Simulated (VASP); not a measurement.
Data:

```xyz
3
Lattice="1.5830 -2.7419 0.0000 1.5830 2.7419 0.0000 0.0000 0.0000 3.5564" Properties=species:S:1:pos:R:3 pbc="T T T"
Zr     3.1661     0.0000     0.0000
B      1.5830     0.9140     1.7782
B      1.5830    -0.9140     1.7782
```

The numbers are results of r2SCAN meta-GGA, VASP's PBE PAW potentials (set 64) (plane waves; VASP 6.6.1), not measurements. Numerical set-up: 600 eV cut-off, 10×10×8 Γ-centred mesh, first-order Methfessel-Paxton smearing of 0.10 eV, potentials Zr_sv B.

Task: Estimate the energy per atom (σ→0), band gap (on the k-mesh) with the smallest direct gap where there is one.

Result: 
```
Quantity                                                     Value
------------------------  ----------------------------------------
band gap (on the k-mesh)  none (metal, semimetal or under 0.01 eV)
energy per atom (σ→0)                              -13.545 eV/atom
```

The absolute energy has meaning only against runs of the same code, potentials and settings.

The compound is ZrB2 in the AlB2 type structure. It was relaxed first.
